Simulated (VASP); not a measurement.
Energy against volume of SrVO3 (cubic perovskite). Calculation: optB86b-vdW, VASP's PBE PAW potentials (set 64) (plane waves; VASP). Run with 520 eV cut-off, 8×8×8 Γ-centred mesh, first-order Methfessel-Paxton smearing of 0.10 eV, potentials Sr_sv V_sv O.

```tsv
V (Å³/atom)	E (eV/atom)
10.607	-5.98499
10.945	-6.00687
11.284	-6.01415
11.622	-6.00900
```

Fit these four points and predict the energy of the run at 11.961 Å³/atom.

A cubic in V^(−2/3), the third-order Birch-Murnaghan form, passes through the four points with V0 = 11.30 Å³/atom and B0 = 194 GPa, and gives -5.9933 eV/atom there. The run gave -5.9933 eV/atom, -0.1 meV/atom from the fit; all five points give B0 = 194 GPa.

The compound is SrVO3 in the cubic perovskite structure. It was relaxed first. The run is not spin-polarised, so no magnetic state was tried.
